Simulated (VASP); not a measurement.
Energy against volume of Re (hcp). All values below come from r2SCAN+rVV10, VASP's PBE PAW potentials (set 64) (plane waves; VASP). Run with 520 eV cut-off, 15×15×8 Γ-centred mesh, first-order Methfessel-Paxton smearing of 0.10 eV, potentials Re.

Shape and ions are relaxed at each volume.

```
V (Å³/atom)  E (eV/atom)
-----------  -----------
13.772         -52.27394
14.211         -52.33089
14.651         -52.34869
15.090         -52.33320
```

Fit these four points and predict the energy of the run at 15.530 Å³/atom.

A cubic in V^(−2/3), the third-order Birch-Murnaghan form, passes through the four points with V0 = 14.65 Å³/atom and B0 = 403 GPa, and gives -52.2894 eV/atom there. The run gave -52.2895 eV/atom, -0.1 meV/atom from the fit; all five points give B0 = 403 GPa.

The compound is Re in the hcp structure. It was relaxed first.
